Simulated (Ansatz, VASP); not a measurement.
## Cross-check of Ta (Cs/Ta(110)) between VASP and Ansatz

One calculation is typed for both programs; each brings its own data sets. How far apart do they land? The cell is taken from a series of runs on this material, whose earlier steps may have relaxed, scaled, displaced or heated it; both programs get it as it stands.

Main program and level: Ansatz 0.2.0; plane waves, with VASP 6.6.1 beside it; single point at PBE.

## (1) Starting point

The cell holds 16 atoms: 16 Ta. Its edges and angles: a = 5.733 Å, b = 5.733 Å, c = 28.955 Å, α = 90.0°, β = 90.0°, γ = 70.5°. Vacuum lies along c.

Coordinates:

```cif
data_structure
_symmetry_space_group_name_H-M 'P 1'
_symmetry_Int_Tables_number 1
_cell_length_a 5.7331
_cell_length_b 5.7331
_cell_length_c 28.9545
_cell_angle_alpha 90.000
_cell_angle_beta 90.000
_cell_angle_gamma 70.529
_cell_volume 897.26
loop_
_atom_site_label
_atom_site_type_symbol
_atom_site_fract_x
_atom_site_fract_y
_atom_site_fract_z
_atom_site_occupancy
Ta1 Ta 0.00000 0.00000 0.31083 1
Ta2 Ta 0.25000 0.25000 0.39167 1
Ta3 Ta 0.00000 0.00000 0.47240 1
Ta4 Ta 0.24983 0.24983 0.55161 1
Ta5 Ta 0.00000 0.50000 0.31083 1
Ta6 Ta 0.25000 0.75000 0.39167 1
Ta7 Ta 0.00000 0.50000 0.47268 1
Ta8 Ta 0.24939 0.75061 0.55070 1
Ta9 Ta 0.50000 0.00000 0.31083 1
Ta10 Ta 0.75000 0.25000 0.39167 1
Ta11 Ta 0.50000 0.00000 0.47268 1
Ta12 Ta 0.75061 0.24939 0.55070 1
Ta13 Ta 0.50000 0.50000 0.31083 1
Ta14 Ta 0.75000 0.75000 0.39167 1
Ta15 Ta 0.50000 0.50000 0.47237 1
Ta16 Ta 0.75017 0.75017 0.55161 1
```

## (2) Ansatz: single point, PBE

Ansatz runs on its default PAW (the set named soft_2) files.

A single point gives forces, pressure and levels at one fixed geometry, so differences don't come from the geometry; what else differs is listed under the comparison.

Input file input.yaml:

```yaml
crystal:
  lattice:
    - [4.6810468914, -3.31, 0.0]
    - [4.6810468914, 3.31, 0.0]
    - [0.0, 0.0, 28.9545483541]
  atoms:
    - { symbol: Ta, position: [0.0, 0.0, 0.310831994] }
    - { symbol: Ta, position: [0.25, 0.25, 0.3916663907] }
    - { symbol: Ta, position: [0.0, 0.0, 0.4723955467] }
    - { symbol: Ta, position: [0.2498283142, 0.2498283142, 0.551606565] }
    - { symbol: Ta, position: [0.0, 0.5, 0.310831994] }
    - { symbol: Ta, position: [0.25, 0.75, 0.3916663907] }
    - { symbol: Ta, position: [0.0, 0.5, 0.4726769475] }
    - { symbol: Ta, position: [0.2493866095, 0.7506133905, 0.5506951236] }
    - { symbol: Ta, position: [0.5, 0.0, 0.310831994] }
    - { symbol: Ta, position: [0.75, 0.25, 0.3916663907] }
    - { symbol: Ta, position: [0.5, 0.0, 0.4726769475] }
    - { symbol: Ta, position: [0.7506133905, 0.2493866095, 0.5506951236] }
    - { symbol: Ta, position: [0.5, 0.5, 0.310831994] }
    - { symbol: Ta, position: [0.75, 0.75, 0.3916663907] }
    - { symbol: Ta, position: [0.5, 0.5, 0.4723671341] }
    - { symbol: Ta, position: [0.7501716858, 0.7501716858, 0.551606565] }
kpoints:
  mp_grid: { grid: [6, 6, 1] }
hamiltonian:
  xc: pbe
scf:
  occupations: { method: fermi_dirac, width: 0.1 }
  convergence: { dr2_threshold: 1.0e-08 }
efield:
  axis: 3
  dipole_correction: true
  ramp_position: 0.97
  ramp_width: 0.06
output:
  write_potential: true
  write_density: true
  volumetric_format: npy
```

The run is started by

```sh
ansatz run input.yaml --threads 4 --pin off --max-ram 6144MiB --backend cpu --events-out ev --progress --plain --runs-dir out
```

Numbers of over 12 decimals in the logs are rounded to 6 here.

The log of the run:

```text
Engine: ansatz 0.2.0, aarch64-unknown-linux-gnu
Pseudopotentials: kind: paw
Pseudopotential: Ta, paw, valence charge 13, recommended cutoff 420 eV (normal), Ta.paw.azcp
Functional definition: PBE
  parameter kappa = 0.804
  parameter beta = 0.066725
  exchange = pbe_x(kappa = kappa, mu = beta*pi^2/3)
  correlation = pbe_c(beta = beta)
Crystal: 16 atoms, lattice volume = 897.259 Å³
Basis set: ecut = 420 eV, 17597 PW (Γ)
Bands: 125, of which v1, the nominal top of the filled ones, is band 104 counted from 1 (103 counted from 0)
Symmetry: 4 space group operations
Space group: Cmm2 (ITA 35), of the structure as read, at distance tolerance 9.6e-5 Å
k-points: 13 of 36
Non-local potential: Ta, projectors of the file, l = 0: 3, l = 1: 2, l = 2: 2, l = 3: 1
PAW form: soft (Blöchl's): semilocal exchange-correlation on the pseudo side does not see the compensation charge
PAW one-centre angular grid: Ta, 590 points (default); XC on 64 Gauss nodes
Initial density: superposition of atomic densities (neutral atoms: chi_scale 0, normalization atom), corrected by the library's trained network
Initial wavefunctions: pseudopotential atomic-orbital guess
Functional: x = pbe(κ = 0.804, μ = 0.219515), c = pbe(β = 0.066725)
SCF iter   1: F=—  HF=-158907.295099 eV  |F-HF|=—  |Δ(HF+E_count)|=         —  Δρ=5.41e-3  dr2=5.38e0  ethr=1.77e-3  p=0.008 e·Å  D=1.57e-3 V/Å  ΔV_dip=-0.05 eV  dr2_dipole=3.05e-2  V_vac-E_F(+/−)=4.95/5.00 eV  ⟨swp⟩=11.3  Hψ=8285  notcnv=0
efield: sawtooth ramp at fractional position 0.9700 (set: `efield.ramp_position`, or a place that a band, a saddle search or an elastic batch's reference lends), width 0.0600; the density the first Hamiltonian is built on has a dipole p = 0.008 e·Å; the dipole correction subtracts the counter field D = 1.57e-3 V/Å, which shifts the + side's vacuum level by -0.05 eV against the − side's; the planar-averaged density in the ramp window peaks in size at 9.2e-6 e/Å³
preconditioner: auto → LDOS  [metal: Δε(μ)=0.012 eV  Ē_g=3.624 eV  σ=0.100 eV  W_gap=0.03  n_scr=134 (ndim 8)  ℏωp=11.1 eV  f_vac=0.605  D(μ)=22.30/eV (n_scr^D=134)  β→1.0]
SCF iter   2: F=—  HF=-158907.118970 eV  |F-HF|=—  |Δ(HF+E_count)|=   1.76e-1  Δρ=1.52e-3  dr2=4.24e-2  ethr=1.77e-3  p=0.007 e·Å  D=1.36e-3 V/Å  ΔV_dip=-0.04 eV  dr2_dipole=9.05e-7  V_vac-E_F(+/−)=4.76/4.80 eV  ⟨swp⟩=3.0  Hψ=2048  notcnv=0  defer=1
SCF iter   3: F=—  HF=-158907.124413 eV  |F-HF|=—  |Δ(HF+E_count)|=   5.44e-3  Δρ=4.19e-4  dr2=6.47e-3  ethr=2.04e-5  p=0.005 e·Å  D=1.09e-3 V/Å  ΔV_dip=-0.03 eV  dr2_dipole=1.95e-7  V_vac-E_F(+/−)=4.79/4.82 eV  ⟨swp⟩=3.2  Hψ=3330  notcnv=0  defer=2
SCF iter   4: F=—  HF=-158907.124590 eV  |F-HF|=—  |Δ(HF+E_count)|=   1.77e-4  Δρ=1.38e-4  dr2=1.88e-4  ethr=3.11e-6  p=0.006 e·Å  D=1.18e-3 V/Å  ΔV_dip=-0.03 eV  dr2_dipole=2.88e-6  V_vac-E_F(+/−)=4.78/4.81 eV  ⟨swp⟩=2.8  Hψ=3036  notcnv=0  defer=2
SCF iter   5: F=—  HF=-158907.124650 eV  |F-HF|=—  |Δ(HF+E_count)|=   5.95e-5  Δρ=4.21e-5  dr2=1.75e-5  ethr=9.05e-8  p=0.006 e·Å  D=1.15e-3 V/Å  ΔV_dip=-0.03 eV  dr2_dipole=2.21e-7  V_vac-E_F(+/−)=4.78/4.81 eV  ⟨swp⟩=2.3  Hψ=2865  notcnv=0  defer=2
SCF iter   6: F=—  HF=-158907.123745 eV  |F-HF|=—  |Δ(HF+E_count)|=   9.05e-4  Δρ=1.65e-5  dr2=5.73e-6  ethr=8.41e-9  p=0.006 e·Å  D=1.17e-3 V/Å  ΔV_dip=-0.03 eV  dr2_dipole=8.94e-8  V_vac-E_F(+/−)=4.78/4.81 eV  ⟨swp⟩=2.7  Hψ=2930  notcnv=0  defer=2
SCF iter   7: F=—  HF=-158907.123745 eV  |F-HF|=—  |Δ(HF+E_count)|=   9.22e-7  Δρ=4.22e-6  dr2=2.02e-7  ethr=2.76e-9  p=0.006 e·Å  D=1.17e-3 V/Å  ΔV_dip=-0.03 eV  dr2_dipole=3.09e-10  V_vac-E_F(+/−)=4.78/4.81 eV  ⟨swp⟩=2.5  Hψ=3064  notcnv=0  defer=2
SCF iter   8: F=—  HF=-158907.123746 eV  |F-HF|=—  |Δ(HF+E_count)|=   2.35e-7  Δρ=1.46e-6  dr2=2.72e-8  ethr=9.69e-11  p=0.006 e·Å  D=1.17e-3 V/Å  ΔV_dip=-0.03 eV  dr2_dipole=1.81e-10  V_vac-E_F(+/−)=4.78/4.82 eV  ⟨swp⟩=2.5  Hψ=2761  notcnv=0  defer=2
SCF iter   9: F=-158907.123746 eV  HF=-158907.123746 eV  |F-HF|=8.15e-10  |Δ(HF+E_count)|=   3.63e-8  Δρ=4.72e-7  dr2=4.86e-9  ethr=4.81e-12  p=0.006 e·Å  D=1.17e-3 V/Å  ΔV_dip=-0.03 eV  dr2_dipole=2.13e-10  V_vac-E_F(+/−)=4.78/4.82 eV  ⟨swp⟩=10.2  Hψ=4827  notcnv=0
SCF 1 converged in 9 iterations: F = -158907.123746 eV  dr2 = 4.86e-9
  greatest PAW one-centre occupation: 0.999 electrons in one spin orbital (limit 2), on the Ta atom at site 11 (counted from 0), in its partial waves of l = 0
WARN: The output density's exchange-correlation potential varies sharply where the density is thin. Do not read a vacuum level from v_tot or v_xc, or from such a field of the output density. On a cell that repeats whose density bears no net charge and no dipole along the vacuum's axis use v_es (v_loc + v_h of the components); under efield.dipole_correction with no amplitude use v_es + v_field, which holds any externa [...]
SCF converged after 9 iterations
Free energy (F): -158907.123746 eV
Harris-Foulkes:  -158907.123746 eV  (|F-HF|=8.15e-10)
Internal energy: -158906.361633 eV  (E = F + TS)
E sigma→0 (E₀):  -158906.742690 eV
Entropy (-TS):   -0.762112 eV (-47.632 meV/atom)
Fermi energy:    2.897793 eV
Dipole field:    D = 0.001165 V/Å  (p = 0.005776 e·Å, saw-weighted, corrected)
Work function:   Φ+ = 4.7814 eV   Φ− = 4.8151 eV
Levels:          The Fermi level and band energies are counted from a zero that moves with the ramp; work functions are not
--- Per-component energies (eV) ---
  E_band       = -4954.887990
  E_kinetic    = 5829.829812
  E_local      = -295060.401493  (includes V_loc(G=0)·N_el)
  E_nonlocal   = 237.996086
  E_hartree    = 144542.244788
  E_xc         = -3479.911701
  E_vxc        = -3244.125122  (∫ρ·V_xc dr)
  E_paw        = -134343.320773  (= ΣΔE_a)
  E_vpaw       = -1803.165763  (= ΣTr[D̂ρ^β])
  E_aug_tail   = 0.002250  (compensation charges beyond the density's cutoff)
  E_efield     = 0.000003  (sawtooth field / dipole correction)
  E_vefield    = 0.480207  (∫n·V_field dr)
  E_ewald      = 123367.199394
  E_smearing   = -0.762112  (= −TS)
  E_closure    = 0.000000  (closes the sum)
  Σ components = -158907.123746   (vs F -158907.123746, Δ=0.00e0)
--- Band table (eV; the first three rows and the last of 13) ---
  k-point 0: bands = [... 100 lower, 2.7833, 3.0547, 3.2412, 3.2966, 3.4390, 3.9448, 4.0799, 4.1297, ... 17 higher]
  k-point 1: bands = [... 100 lower, 2.8185, 2.8558, 3.0247, 3.2335, 3.5191, 3.5285, 3.6325, 3.7382, ... 17 higher]
  k-point 2: bands = [... 100 lower, 2.5845, 2.6933, 2.7333, 2.7520, 2.7967, 2.8502, 2.9208, 3.0184, ... 17 higher]
  k-point 12: bands = [... 100 lower, 2.9979, 3.0017, 3.0529, 3.0713, 3.0750, 3.0754, 3.0782, 3.1473, ... 17 higher]
```

Reading the cycles: dr2 is the Hartree energy of the density residual (eV), the measure of convergence; HF is the Harris–Foulkes estimate of the energy, which meets the free energy F at convergence.

(Continued in part 2 of 2.)

[Lines on the potential files, build, host, timing and source positions are cut from VASP's logs without a mark.]

[Logs are printed without paths, hosts, clocks, repeated set-up lines and the standing remarks that a program may print on its own settings, such as how far it seeks lower states.]

[Hosts, paths, dates, database ids (printed as entryN), source tags and the programs' standing remarks are cut or masked in the printed files.]
